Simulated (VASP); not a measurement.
Computed with PBE GGA, VASP's PBE PAW potentials (set 64) (plane waves; VASP).

Input for VASP

**KPOINTS**
```
Automatic mesh
0
Gamma
1 1 1
0 0 0
```

### INCAR
```
! general
SYSTEM  = Ga36CN35
PREC    = Normal
ENCUT   = 400
LREAL   = Auto
LASPH   = .True.
ISYM    = 0
NELECT  = 286.0

! electronic loop
EDIFF   = 1E-5
NELM    = 100
NELMIN  = 4
ALGO    = Fast
LMAXMIX = 4

! smearing
ISMEAR  = 0
SIGMA   = 0.05

! functional
GGA     = PE

! ions
IBRION  = 2
NSW     = 60
ISIF    = 2
EDIFFG  = -0.03

! output
LWAVE   = .True.
LCHARG  = .False.
```

File POSCAR:
```
Ga36CN35
1.0
  4.8683178924  -8.4321738171   0.0000000000
  4.8683178924   8.4321738171   0.0000000000
  0.0000000000   0.0000000000  10.5562839808
Ga N C
36 35 1
Cartesian
  1.6227710080  -0.9369072650   2.6390709952
  1.6227710080   0.9369072650   0.0000000000
  1.6227710080  -0.9369072650   7.9172129856
  1.6227710080   0.9369072650   5.2781419904
  3.2455420161   1.8738145300   2.6390709952
  3.2455468844   3.7476374921   0.0000000000
  3.2455420161   1.8738145300   7.9172129856
  3.2455468844   3.7476374921   5.2781419904
  4.8683178924   4.6845447571   2.6390709952
  4.8683178924   6.5583592871   0.0000000000
  4.8683178924   4.6845447571   7.9172129856
  4.8683178924   6.5583592871   5.2781419904
  3.2455468844  -3.7476374921   2.6390709952
  3.2455420161  -1.8738145300   0.0000000000
  3.2455468844  -3.7476374921   7.9172129856
  3.2141705756  -1.8507441024   5.3254552552
  4.8835459908  -0.9373035772   2.5981548385
  4.8683178924   0.9369156972   0.0000000000
  4.8683178924  -0.9369156972   7.9172129856
  4.8174731803   0.9088365584   5.2781103215
  6.4910937687   1.8738145300   2.6390709952
  6.4910889004   3.7476374921   0.0000000000
  6.4910937687   1.8738145300   7.9172129856
  6.4910889004   3.7476374921   5.2781419904
  4.8683178924  -6.5583592871   2.6390709952
  4.8683178924  -4.6845447571   0.0000000000
  4.8683178924  -6.5583592871   7.9172129856
  4.8683178924  -4.6845447571   5.2781419904
  6.4910889004  -3.7476374921   2.6390709952
  6.4910937687  -1.8738145300   0.0000000000
  6.4910889004  -3.7476374921   7.9172129856
  6.5294512454  -1.9024754888   5.2964254743
  8.1138647768  -0.9369072650   2.6390709952
  8.1138647768   0.9369072650   0.0000000000
  8.1138647768  -0.9369072650   7.9172129856
  8.1138647768   0.9369072650   5.2781419904
  1.5910149704  -0.9248745530   4.6161257531
  1.6227710080   0.9369072650   1.9898595304
  1.6227710080  -0.9369072650   9.9070725160
  1.6227710080   0.9369072650   7.2680015208
  3.2160448779   1.8906535811   4.6593748486
  3.2455468844   3.7476374921   1.9898595304
  3.2455420161   1.8738145300   9.9070725160
  3.2455468844   3.7476374921   7.2680015208
  4.8683178924   4.6845447571   4.6289305256
  4.8683178924   6.5583592871   1.9898595304
  4.8683178924   4.6845447571   9.9070725160
  4.8683178924   6.5583592871   7.2680015208
  3.2077833425  -3.7270039628   4.6376711287
  3.2241944421  -1.8702477205   2.0212433627
  3.2455468844  -3.7476374921   9.9070725160
  3.2205334670  -1.9068602192   7.2280670985
  4.8686586747   0.9125467148   1.9811294835
  4.8683178924  -0.9369156972   9.9070725160
  4.8481095048   0.9426748719   7.2814924517
  6.4640356579   1.8647246466   4.6518271055
  6.4910889004   3.7476374921   1.9898595304
  6.4910937687   1.8738145300   9.9070725160
  6.4910889004   3.7476374921   7.2680015208
  4.8683178924  -6.5583592871   4.6289305256
  4.8683178924  -4.6845447571   1.9898595304
  4.8683178924  -6.5583592871   9.9070725160
  4.8683178924  -4.6845447571   7.2680015208
  6.5345045594  -3.7207725864   4.6217522525
  6.4877541027  -1.9091284739   2.0383339864
  6.4910889004  -3.7476374921   9.9070725160
  6.5225479706  -1.8472447503   7.2592503614
  8.1427095603  -0.9175216974   4.5906217710
  8.1138647768   0.9369072650   1.9898595304
  8.1138647768  -0.9369072650   9.9070725160
  8.1138647768   0.9369072650   7.2680015208
  4.8826648252  -0.9537378839   4.6701633708
```

POTCAR, in this order: Ga N C (PBE.64 set). Program: vasp_gam.

What VASP printed:

OSZICAR:
```
...
RMM:  18    -0.432884197286E+03   -0.45218E-05   -0.34880E-05   256   0.106E-02
   1 F= -.43288420E+03 E0= -.43284903E+03  d E =-.432884E+03
       N       E                     dE             d eps       ncg     rms          rms(c)
DAV:   1    -0.433048460903E+03   -0.16427E+00   -0.88738E+01   384   0.235E+01    0.250E+00
RMM:   2    -0.433191068388E+03   -0.14261E+00   -0.18734E+00   360   0.287E+00    0.132E+00
RMM:   3    -0.433193376560E+03   -0.23082E-02   -0.30087E-01   387   0.105E+00    0.898E-01
RMM:   4    -0.433183904501E+03    0.94721E-02   -0.40963E-02   372   0.420E-01    0.558E-01
RMM:   5    -0.433181344230E+03    0.25603E-02   -0.20540E-02   364   0.275E-01    0.390E-01
RMM:   6    -0.433179542878E+03    0.18014E-02   -0.73738E-03   362   0.165E-01    0.106E-01
RMM:   7    -0.433179665116E+03   -0.12224E-03   -0.20073E-03   415   0.753E-02    0.539E-02
RMM:   8    -0.433179672859E+03   -0.77423E-05   -0.23523E-04   383   0.296E-02    0.244E-02
RMM:   9    -0.433179677621E+03   -0.47622E-05   -0.49780E-05   288   0.132E-02
   2 F= -.43317968E+03 E0= -.43314778E+03  d E =-.295480E+00
       N       E                     dE             d eps       ncg     rms          rms(c)
DAV:   1    -0.433185171939E+03   -0.54991E-02   -0.17595E+00   400   0.327E+00    0.323E-01
RMM:   2    -0.433187779289E+03   -0.26074E-02   -0.34189E-02   360   0.383E-01    0.183E-01
RMM:   3    -0.433187834035E+03   -0.54746E-04   -0.53286E-03   384   0.138E-01    0.115E-01
RMM:   4    -0.433187633279E+03    0.20076E-03   -0.74318E-04   361   0.570E-02    0.653E-02
RMM:   5    -0.433187595743E+03    0.37536E-04   -0.41835E-04   367   0.383E-02    0.451E-02
RMM:   6    -0.433187568728E+03    0.27016E-04   -0.11951E-04   344   0.208E-02    0.127E-02
RMM:   7    -0.433187569829E+03   -0.11016E-05   -0.27848E-05   248   0.938E-03
   3 F= -.43318757E+03 E0= -.43315484E+03  d E =-.303373E+00
       N       E                     dE             d eps       ncg     rms          rms(c)
DAV:   1    -0.433212539572E+03   -0.24971E-01   -0.60883E+00   384   0.625E+00    0.620E-01
RMM:   2    -0.433220620235E+03   -0.80807E-02   -0.11728E-01   360   0.748E-01    0.333E-01
RMM:   3    -0.433220343513E+03    0.27672E-03   -0.19459E-02   391   0.274E-01    0.228E-01
RMM:   4    -0.433219408705E+03    0.93481E-03   -0.28266E-03   361   0.114E-01    0.122E-01
RMM:   5    -0.433219205465E+03    0.20324E-03   -0.17284E-03   360   0.821E-02    0.856E-02
RMM:   6    -0.433219153131E+03    0.52334E-04   -0.45260E-04   395   0.403E-02    0.264E-02
RMM:   7    -0.433219152303E+03    0.82788E-06   -0.13868E-04   357   0.205E-02    0.139E-02
RMM:   8    -0.433219151884E+03    0.41897E-06   -0.17835E-05   223   0.871E-03
   4 F= -.43321915E+03 E0= -.43318989E+03  d E =-.315821E-01
       N       E                     dE             d eps       ncg     rms          rms(c)
DAV:   1    -0.433219168414E+03   -0.16111E-04   -0.47545E-03   400   0.174E-01    0.167E-02
RMM:   2    -0.433219175204E+03   -0.67901E-05   -0.96170E-05   343   0.212E-02    0.868E-03
RMM:   3    -0.433219175413E+03   -0.20835E-06   -0.15908E-05   227   0.810E-03    0.618E-03
RMM:   4    -0.433219174947E+03    0.46580E-06   -0.34475E-06   212   0.374E-03
   5 F= -.43321917E+03 E0= -.43318998E+03  d E =-.316051E-01
       N       E                     dE             d eps       ncg     rms          rms(c)
DAV:   1    -0.433230028694E+03   -0.10853E-01   -0.12590E+00   368   0.284E+00    0.347E-01
RMM:   2    -0.433231622484E+03   -0.15938E-02   -0.23943E-02   360   0.339E-01    0.210E-01
RMM:   3    -0.433231194588E+03    0.42790E-03   -0.40784E-03   391   0.129E-01    0.988E-02
RMM:   4    -0.433231038421E+03    0.15617E-03   -0.55814E-04   360   0.532E-02    0.511E-02
RMM:   5    -0.433231007731E+03    0.30691E-04   -0.31992E-04   360   0.366E-02    0.238E-02
RMM:   6    -0.433231009853E+03   -0.21225E-05   -0.76314E-05   320   0.162E-02
   6 F= -.43323101E+03 E0= -.43320196E+03  d E =-.118349E-01
       N       E                     dE             d eps       ncg     rms          rms(c)
DAV:   1    -0.433231826356E+03   -0.81862E-03   -0.39607E-01   384   0.159E+00    0.200E-01
RMM:   2    -0.433232367842E+03   -0.54149E-03   -0.77482E-03   360   0.193E-01    0.128E-01
RMM:   3    -0.433232206459E+03    0.16138E-03   -0.13394E-03   393   0.738E-02    0.583E-02
RMM:   4    -0.433232157297E+03    0.49161E-04   -0.18267E-04   362   0.303E-02    0.299E-02
RMM:   5    -0.433232147391E+03    0.99063E-05   -0.10586E-04   349   0.211E-02    0.123E-02
RMM:   6    -0.433232148246E+03   -0.85492E-06   -0.19689E-05   224   0.906E-03
   7 F= -.43323215E+03 E0= -.43320321E+03  d E =-.129733E-01
       N       E                     dE             d eps       ncg     rms          rms(c)
DAV:   1    -0.433235305146E+03   -0.31578E-02   -0.17678E+00   360   0.336E+00    0.343E-01
RMM:   2    -0.433237531407E+03   -0.22263E-02   -0.29516E-02   360   0.369E-01    0.242E-01
RMM:   3    -0.433237181289E+03    0.35012E-03   -0.52759E-03   396   0.144E-01    0.105E-01
RMM:   4    -0.433237005278E+03    0.17601E-03   -0.62090E-04   365   0.563E-02    0.602E-02
RMM:   5    -0.433236931949E+03    0.73330E-04   -0.43488E-04   360   0.424E-02    0.218E-02
RMM:   6    -0.433236935766E+03   -0.38178E-05   -0.80777E-05   338   0.180E-02
   8 F= -.43323694E+03 E0= -.43320781E+03  d E =-.478752E-02
       N       E                     dE             d eps       ncg     rms          rms(c)
DAV:   1    -0.433236930159E+03    0.17896E-05   -0.20782E-02   424   0.365E-01    0.396E-02
RMM:   2    -0.433236961585E+03   -0.31426E-04   -0.39174E-04   361   0.425E-02    0.280E-02
RMM:   3    -0.433236957543E+03    0.40420E-05   -0.69606E-05   297   0.167E-02    0.130E-02
RMM:   4    -0.433236955714E+03    0.18293E-05   -0.90673E-06   215   0.685E-03
   9 F= -.43323696E+03 E0= -.43320783E+03  d E =-.480747E-02
       N       E                     dE             d eps       ncg     rms          rms(c)
DAV:   1    -0.433237829762E+03   -0.87222E-03   -0.59735E-01   360   0.199E+00    0.152E-01
RMM:   2    -0.433238700339E+03   -0.87058E-03   -0.10781E-02   360   0.225E-01    0.742E-02
RMM:   3    -0.433238792062E+03   -0.91723E-04   -0.17862E-03   396   0.838E-02    0.604E-02
RMM:   4    -0.433238741632E+03    0.50430E-04   -0.21491E-04   375   0.320E-02    0.349E-02
RMM:   5    -0.433238714158E+03    0.27474E-04   -0.17923E-04   360   0.272E-02    0.849E-03
RMM:   6    -0.433238714442E+03   -0.28400E-06   -0.22424E-05   224   0.108E-02
  10 F= -.43323871E+03 E0= -.43320964E+03  d E =-.175873E-02
       N       E                     dE             d eps       ncg     rms          rms(c)
DAV:   1    -0.433238720842E+03   -0.66835E-05   -0.20789E-03   432   0.117E-01    0.908E-03
RMM:   2    -0.433238723075E+03   -0.22331E-05   -0.33489E-05   253   0.126E-02    0.470E-03
RMM:   3    -0.433238723083E+03   -0.79526E-08   -0.44191E-06   211   0.459E-03    0.330E-03
RMM:   4    -0.433238722841E+03    0.24232E-06   -0.66528E-07   127   0.201E-03
  11 F= -.43323872E+03 E0= -.43320964E+03  d E =-.176713E-02
       N       E                     dE             d eps       ncg     rms          rms(c)
DAV:   1    -0.433239345043E+03   -0.62196E-03   -0.20674E-01   360   0.117E+00    0.927E-02
RMM:   2    -0.433239610880E+03   -0.26584E-03   -0.34940E-03   360   0.131E-01    0.518E-02
RMM:   3    -0.433239637149E+03   -0.26269E-04   -0.63891E-04   402   0.504E-02    0.380E-02
RMM:   4    -0.433239615271E+03    0.21879E-04   -0.64421E-05   320   0.187E-02    0.222E-02
RMM:   5    -0.433239603698E+03    0.11572E-04   -0.70800E-05   330   0.170E-02    0.621E-03
RMM:   6    -0.433239603940E+03   -0.24118E-06   -0.87427E-06   216   0.656E-03
  12 F= -.43323960E+03 E0= -.43321052E+03  d E =-.881099E-03
```

### OUTCAR
```
------------------------ aborting loop because EDIFF is reached ----------------------------------------
  FORCE on cell =-STRESS in cart. coord.  units (eV):
  Direction    XX          YY          ZZ          XY          YZ          ZX
  --------------------------------------------------------------------------------------
  Total      -16.6209517    -16.4364829    -20.1718583     -0.1232477      0.0851783     -0.0472279
  in kB      -30.7260639    -30.3850486    -37.2903921     -0.2278399      0.1574636     -0.0873072
  external PRESSURE =     -32.8005015 kB  Pullay stress =       0.0000000 kB
  volume of cell :      866.68
      direct lattice vectors                 reciprocal lattice vectors
     4.868317892 -8.432173817  0.000000000     0.102704879 -0.059296690  0.000000000
     4.868317892  8.432173817  0.000000000     0.102704879  0.059296690  0.000000000
     0.000000000  0.000000000 10.556283981     0.000000000  0.000000000  0.094730305
  FREE ENERGIE OF THE ION-ELECTRON SYSTEM (eV)
  ---------------------------------------------------
  free  energy   TOTEN  =      -433.2396039396 eV

  energy  without entropy=     -433.1814430280  energy(sigma->0) =     -433.21052348

 reached required accuracy - stopping structural energy minimisation
```
(Selected blocks of OUTCAR.)

**CONTCAR**
```
Ga36CN35
   1.00000000000000
     4.8683178924000003   -8.4321738171000007    0.0000000000000000
     4.8683178924000003    8.4321738171000007    0.0000000000000000
     0.0000000000000000    0.0000000000000000   10.5562839808000000
  Ga              N               C
    36    35     1
Direct
     0.2226879283048006    0.1114668466598207    0.2494324962130479
     0.1106353667869661    0.2219937779355876    0.0004696112169130
     0.2210196249682299    0.1108424527463121    0.7510743560432925
     0.1100554738755793    0.2216408586696471    0.5003569186230602
     0.2228321828008484    0.4443059892427244    0.2496220974069390
     0.1112535444993789    0.5556593323852921    0.0001792034587584
     0.2210221856972957    0.4433383323967073    0.7512229359654441
     0.1115330481069495    0.5563730797690639    0.5013485995947679
     0.2223365531551385    0.7777110978659294    0.2497477845200342
     0.1111756515815864    0.8888462171660827    0.0001407656355430
     0.2222308318547974    0.7778239169082194    0.7510540055333401
     0.1113812206006919    0.8882853507437569    0.5012486730117750
     0.5552969766093817    0.1112830585674380    0.2495424461573752
     0.4441735087303641    0.2216026609317362    0.9988993487438143
     0.5561325909507604    0.1106841787910663    0.7510552078277782
     0.4432608888926044    0.2207239007643380    0.5028327411883037
     0.5559561796499572    0.4441433125035925    0.2495874965667721
     0.4442142010689105    0.5555566913821354    0.9989885041665625
     0.5556167692243282    0.4441490049186561    0.7497347892692217
     0.4434140039598090    0.5551431864437636    0.5029014394392808
     0.5551989980612250    0.7765654174730277    0.2496042631063744
     0.4444370595194054    0.8887014973852011    0.0002461920367359
     0.5560176412065490    0.7782414942639795    0.7510038369383806
     0.4431616752730280    0.8878926335363232    0.5012776335220099
     0.8884674446480266    0.1108575448028106    0.2499998345504172
     0.7778374219818157    0.2221778253185696    0.0004701705535621
     0.8884419324415178    0.1109694663985648    0.7505940000772175
     0.7774623809131059    0.2221909833960175    0.5003910420157638
     0.8888287920470087    0.4447517843292518    0.2495223608589303
     0.7783663266715519    0.5558693962557426    0.9988386873737760
     0.8891482378152802    0.4438960315933573    0.7510488490778872
     0.7786735110469755    0.5560315926568106    0.5026013344094856
     0.8886442179186113    0.7773086160791854    0.2493605288779839
     0.7777718161627991    0.8890115543606948    0.0004091470370116
     0.8890197303169722    0.7788540284225892    0.7509987307816549
     0.7774141038899779    0.8887717678156648    0.5003197690278943
     0.2206935569795148    0.1099165234073292    0.4381326933929277
     0.1108328120631662    0.2219397764788827    0.1888662957351586
     0.2213282155860055    0.1107564229709207    0.9385227155476807
     0.1104979382610630    0.2218433422306613    0.6882823899397994
     0.2208021762095719    0.4440158158299973    0.4382394437916516
     0.1113766520750940    0.5555478657823085    0.1884958989696823
     0.2213652418956777    0.4438333213560816    0.9386386780361565
     0.1113912741108225    0.5558040190360362    0.6886781129978520
     0.2220205115053966    0.7776239682016762    0.4383389480010326
     0.1112693674785880    0.8888748886229264    0.1884726381815265
     0.2222989382488485    0.7778224245966457    0.9386967332724626
     0.1111877546109707    0.8887392328939187    0.6885675408506545
     0.5550257553880286    0.1097237601814134    0.4381896598076279
     0.4436542297580289    0.2204955136902088    0.1856767312169436
     0.5559421101449460    0.1106208401260717    0.9385076381331030
     0.4431747755713068    0.2200355473412633    0.6905399761107996
     0.4437208138082429    0.5557988797887379    0.1858121331722793
     0.5556528077034470    0.4443119359583322    0.9374791100553814
     0.4432607861607086    0.5560181092275600    0.6905602068076209
     0.5549771458478170    0.7779920114815080    0.4382850499467019
     0.4445287194913620    0.8886469250860441    0.1885592676403446
     0.5558943187551083    0.7783560933449387    0.9384675327767336
     0.4441508124716713    0.8885481781304744    0.6886038885632881
     0.8880400381932232    0.1107368117177532    0.4383757494661822
     0.7776365808848349    0.2223783310139816    0.1888883368432872
     0.8886224079775938    0.1110396800632954    0.9386218817085664
     0.7776183735675742    0.2222490768249140    0.6882905460665791
     0.8899457035557109    0.4445188822271579    0.4381884665022700
     0.7796119262314771    0.5564465650258500    0.1856800984054251
     0.8893105854859029    0.4440783479498897    0.9385006360066758
     0.7797422534084173    0.5566271953806067    0.6904023497327724
     0.8898134564990711    0.7787515929231411    0.4381027643765351
     0.7775818905514326    0.8885784419582026    0.1888327381379898
     0.8892534589498594    0.7786309804164649    0.9384673447911916
     0.7775126376556522    0.8888712432292604    0.6881815494717848
     0.5554839516816387    0.4440065746258735    0.4367324547161700
```

At this cut-off the stress carries a Pulay error, which pulls relaxed volumes low. The cell is charged, with a uniform compensating background. The supercell is sampled at Γ alone, which is coarse: total energies, pressure and levels can be off, energies of defects by several tenths of an eV.

The cell is a supercell with a defect, built from GaN (wurtzite): C_N, charge +1. The run is not spin-polarised, so no state with unpaired spins was tried.
